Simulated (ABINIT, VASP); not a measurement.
VASP ran on this input.

**INCAR**
```
SYSTEM = W
PREC = Accurate
ENCUT = 300
EDIFF = 1E-6
NELM = 100
ALGO = Normal
LREAL = .FALSE.
LASPH = .TRUE.
ISMEAR = -1
SIGMA = 0.1
GGA = PS
LMAXMIX = 6
LWAVE = .FALSE.
LCHARG = .FALSE.
ISIF = 2
```

**KPOINTS**
```
Automatic mesh
0
Gamma
12 12 12
0 0 0
```

### POSCAR
```
W
1
   -1.5458720000     1.5458720000     1.5458720000
    1.5458720000    -1.5458720000     1.5458720000
    1.5458720000     1.5458720000    -1.5458720000
W
1
Direct
  0.0000000000   0.0000000000   0.0000000000
```

POTCAR, in this order: W_sv (PBE.64 set). Program: vasp_std.

Task: Write an input for ABINIT that does the same calculation.

Result: One input that does it (PBEsol, PAW (JTH v2.0 PBE PAW, files made for PBE)):
```
# W, JTH v2.0 PBE PAW
pp_dirpath "./"
pseudos "W.GGA_PBE-JTH.xml"
acell 3*1.0
rprim
        -2.9212747037    2.9212747037    2.9212747037
         2.9212747037   -2.9212747037    2.9212747037
         2.9212747037    2.9212747037   -2.9212747037
natom 1
ntypat 1
znucl 74
typat 1
xred    0.0000000000    0.0000000000    0.0000000000
ecut 20 Ha
pawecutdg 40 Ha
ixc -116133
occopt 3
tsmear 0.00367493
nband 12
kptopt 1
ngkpt 12 12 12
nshiftk 1
shiftk 0 0 0
nstep 80
tolvrs 1.0e-10
prtwf 0
prtden 0
prtvol 1
```
The two runs describe the same crystal, functional and task. Each code takes its own potentials, basis and convergence tests.

The structure is a typed W crystal (Im-3m). The cell was not relaxed at this level, and it may have been scaled.
